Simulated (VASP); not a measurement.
Ag:

```
CELL_PARAMETERS angstrom
0.00000 2.06750 2.06750
2.06750 0.00000 2.06750
2.06750 2.06750 0.00000
ATOMIC_POSITIONS crystal
Ag 0.00000 0.00000 0.00000
```

| Property | Result |
| --- | --- |
| Program | VASP 6.6.1 |
| Task | relaxation of cell and atoms |
| Functional | r2SCAN |
| Potentials or basis | VASP PAW PBE potentials, release 64 (Ag) |
| Cutoff | 600 eV |
| k mesh | 18 × 18 × 18 |
| Occupations | gaussian, width 0.1 eV |
| Spin | no spin polarisation |

At the start: pressure -2.1 GPa; volume 17.68 Å³/atom.

Problem. Where does the relaxation end?

Solution. Over 3 steps the energy falls by 2.5 meV/atom and the volume is 17.30 Å³/atom (-2.1 %); space group Fm-3m (No. 225, to 0.05 Å).

The path:
| step | energy change (eV) | largest force (eV/Å) | pressure (GPa) | volume (Å³) |
| --- | --- | --- | --- | --- |
| 1 | 0.0000 | 0.0000 | -2.10 | 17.68 |
| 2 | -0.0016 | 0.0000 | 1.36 | 17.09 |
| 3 | -0.0025 | 0.0000 | 0.01 | 17.30 |

Final structure:
```xyz
1
Lattice="0.0000 2.0528 2.0528 2.0528 0.0000 2.0528 2.0528 2.0528 0.0000" Properties=species:S:1:pos:R:3 pbc="T T T"
Ag    0.0000    0.0000    0.0000
```

Caveat: the PAW data sets were made with another functional, which shifts forces and pressure a little.
